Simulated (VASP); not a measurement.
Crystal: Cu.

```
CELL_PARAMETERS angstrom
0.00000 1.80750 1.80750
1.80750 0.00000 1.80750
1.80750 1.80750 0.00000
ATOMIC_POSITIONS crystal
Cu 0.00000 0.00000 0.00000
```

| Quantity | Value |
| --- | --- |
| Program | VASP 6.6.1 |
| Task | relaxation of cell and atoms |
| Functional | PBE |
| Dispersion | D3(BJ) |
| Potentials or basis | VASP PAW PBE potentials, release 64 (Cu) |
| Cutoff | 600 eV |
| k mesh | 18 × 18 × 18 |
| Occupations | methfessel-paxton, width 0.1 eV |
| Spin | no spin polarisation |

At the start: pressure -5.6 GPa; volume 11.81 Å³/atom.

Where does the relaxation end?

Over 3 steps the energy falls by 8.4 meV/atom and the volume is 11.36 Å³/atom (-3.9 %); space group Fm-3m (No. 225, to 0.05 Å).

Step by step:
```tsv
step	energy change (eV)	largest force (eV/Å)	pressure (GPa)	volume (Å³)
1	0.0000	0.0000	-5.65	11.81
2	-0.0057	0.0000	3.79	11.11
3	-0.0084	0.0000	0.01	11.36
```

Final structure:
```
Cu
1.0
     0.00000    1.78399    1.78399
     1.78399    0.00000    1.78399
     1.78399    1.78399    0.00000
Cu
1
Direct
  0.00000 0.00000 0.00000
```

Caveat: pairwise dispersion overbinds metals, which lowers pressure and volume.
